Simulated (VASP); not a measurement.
Wanted: the native input for a VASP 6.6.1 run.

| Item | Value |
| --- | --- |
| Task | relaxation of cell and atoms |
| Functional | LDA |
| Potentials or basis | VASP PAW LDA potentials, release 64 (Ir, Pt) |
| Cutoff | 600 eV |
| k mesh | 6 × 6 × 6 |
| Occupations | fermi-dirac, width 0.1 eV |
| Spin | no spin polarisation |
| Dipole correction | no |
| Further INCAR settings | ALGO = Normal; EDIFF = 1e-06; IBRION = 2; EDIFFG = -0.03; NSW = 50; ISIF = 3 |

The structure of IrPt3 lies in POSCAR:

```
IrPt3
1.0
    0.0000000000      3.0922998807      3.0922998807
    3.0922998807      0.0000000000      3.0922998807
    3.0922998807      3.0922998807      0.0000000000
Ir Pt
1 3
Direct
    0.0000000000      0.0000000000      0.0000000000
    0.5000000000      0.5000000000      0.5000000000
    0.2500000000      0.2500000000      0.2500000000
    0.7500000000      0.7500000000      0.7500000000
```

The cell was built by a generator and needn't be a form met in nature.

One way to write it, as run:

INCAR

```
SYSTEM = IrPt3
  PREC = Accurate
  ENCUT = 600
  EDIFF = 1E-6
  ISMEAR = -1
  SIGMA = 0.1
  LREAL = .FALSE.
  LASPH = .TRUE.
  NELM = 100
  ALGO = Normal
  ISIF = 3
  LWAVE = .FALSE.
  LCHARG = .FALSE.
  GGA = CA
  IBRION = 2
  NSW = 50
  EDIFFG = -0.03
```

KPOINTS

```
Automatic mesh
0
G
  6 6 6
  0 0 0
```

Potentials or basis: VASP PAW LDA potentials, release 64 (Ir, Pt).

Run with:

```sh
$ cat potpaw_LDA.64/Ir/POTCAR potpaw_LDA.64/Pt/POTCAR > POTCAR
$ mpirun -np 1 vasp_std > vasp.out
```

It gave:

The relaxed volume is 14.84 Å³/atom and the relaxed cell is a = 4.379 Å, b = 4.379 Å, c = 4.379 Å, α = 60.00°, β = 60.00°, γ = 60.00°. The space group after relaxing (to 0.05 Å) is Fm-3m (No. 225). The energy gained by relaxing is 0.2 meV/atom, the ionic steps are 3 and the pressure after relaxing is 0.0 GPa. The band gap on the k mesh is none (metal or under the smearing width).

Wall time 29 s on 1 thread of Intel(R) Xeon(R) 6975P-C (Granite Rapids) (shared host), peak memory 0.18 GiB.
